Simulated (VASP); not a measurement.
Wanted: the native input for a VASP 6.6.1 run.

* Task: single point
* Functional: PBE
* Potentials or basis: VASP PAW PBE potentials, release 64 (Ba_sv, Cu)
* Cutoff: 520 eV
* k mesh: 6 × 6 × 1
* Occupations: fermi-dirac, width 0.05 eV
* Spin: no spin polarisation
* Dipole correction: yes
* Further INCAR settings: ALGO = Normal; EDIFF = 1e-07; NBANDS = 18

The structure of BaCu lies in POSCAR:

```
BaCu
1.0
    4.5031400000      0.0000000000      0.0000000000
    0.0000000000      4.5031400000      0.0000000000
    0.0000000000      0.0000000000     23.8000000000
Ba Cu
1 1
Direct
    0.5000000000      0.5000000000      0.2941200000
    0.0000000000      0.0000000000      0.2941200000
```

The cell was built by a generator and needn't be a form met in nature.

One way to write it, as run:

INCAR

```
SYSTEM = BaCu
PREC = Accurate
ENCUT = 520
EDIFF = 1E-7
ISMEAR = -1
SIGMA = 0.05
LREAL = .False.
LASPH = .True.
NELM = 100
ALGO = Normal
ISIF = 2
LWAVE = .False.
LCHARG = .False.
LDIPOL = .True.
IDIPOL = 3
DIPOL = 0.5 0.5 0.294
GGA = PE
NBANDS = 18
```

KPOINTS

```
regular mesh
0
Gamma
  6 6 1
  0 0 0
```

Potentials or basis: VASP PAW PBE potentials, release 64 (Ba_sv, Cu).

Command:

```bash
$ cat potpaw_PBE.64/Ba_sv/POTCAR potpaw_PBE.64/Cu/POTCAR > POTCAR
$ mpirun -np 1 vasp_std > vasp.out
```

Results of the run:

| Quantity | Value |
| --- | --- |
| Band gap on the k mesh | none (metal or under the smearing width) |

Wall time 3 min on 1 thread of Intel(R) Xeon(R) Platinum 8259CL CPU @ 2.50GHz (Skylake/Cascade Lake), on a shared host, peak memory 0.56 GiB.
